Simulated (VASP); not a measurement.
The system is Al2GaP3.

```
CELL_PARAMETERS angstrom
5.79000 -3.34500 0.00000
5.79000 3.34500 0.00000
0.00000 0.00000 6.31000
ATOMIC_POSITIONS crystal
Al 0.16660 0.50000 0.00000
Al 0.50000 0.83340 0.00000
Al 0.83340 0.50000 0.50000
Al 0.50000 0.16660 0.50000
Ga 0.83330 0.16670 0.00000
Ga 0.16670 0.83330 0.50000
P 0.83340 0.50000 0.87500
P 0.50000 0.16660 0.87500
P 0.16670 0.83330 0.87500
P 0.16660 0.50000 0.37500
P 0.50000 0.83340 0.37500
P 0.83330 0.16670 0.37500
```

The cell was built by a generator and needn't be a form met in nature.

| Property | Result |
| --- | --- |
| Program | VASP 6.6.1 |
| Task | relaxation of cell and atoms |
| Functional | PBE |
| Potentials or basis | VASP PAW PBE potentials, release 64 (Al, Ga_d, P) |
| Cutoff | 520 eV |
| k mesh | 3 × 3 × 2 |
| Occupations | gaussian, width 0.15 eV |
| Spin | no spin polarisation |

At the start: pressure 2.0 GPa; volume 20.37 Å³/atom.

**Question.** Where does the relaxation end?

**Answer.** Over 3 steps the energy falls by 3.5 meV/atom and the volume is 20.87 Å³/atom (+2.5 %); space group Cmc2_1 (No. 36, to 0.05 Å).

The path:
| step | energy change (eV) | largest force (eV/Å) | pressure (GPa) | volume (Å³) |
| --- | --- | --- | --- | --- |
| 1 | 0.0000 | 0.0892 | 1.97 | 244.42 |
| 2 | -0.0319 | 0.0738 | -1.07 | 253.37 |
| 3 | -0.0415 | 0.0600 | -0.02 | 250.49 |

Final structure:
```yaml
crystal:
  lattice:
    - [5.82985, -3.36570, 0.00000]
    - [5.82985, 3.36570, 0.00000]
    - [0.00000, 0.00000, 6.38308]
  atoms:
    - { symbol: Al, position: [0.16670, 0.50002, 0.99982] }
    - { symbol: Al, position: [0.49998, 0.83330, 0.99982] }
    - { symbol: Al, position: [0.83330, 0.49998, 0.49982] }
    - { symbol: Al, position: [0.50002, 0.16670, 0.49982] }
    - { symbol: Ga, position: [0.83347, 0.16653, 0.99994] }
    - { symbol: Ga, position: [0.16653, 0.83347, 0.49994] }
    - { symbol: P, position: [0.83322, 0.50015, 0.87500] }
    - { symbol: P, position: [0.49985, 0.16678, 0.87500] }
    - { symbol: P, position: [0.16688, 0.83312, 0.87543] }
    - { symbol: P, position: [0.16678, 0.49985, 0.37500] }
    - { symbol: P, position: [0.50015, 0.83322, 0.37500] }
    - { symbol: P, position: [0.83312, 0.16688, 0.37543] }
```

Caveat: the k mesh is coarse (spacing up to 0.50 Å⁻¹), so the values aren't converged; an odd mesh through Γ misses points on the zone boundary, where band edges often lie.
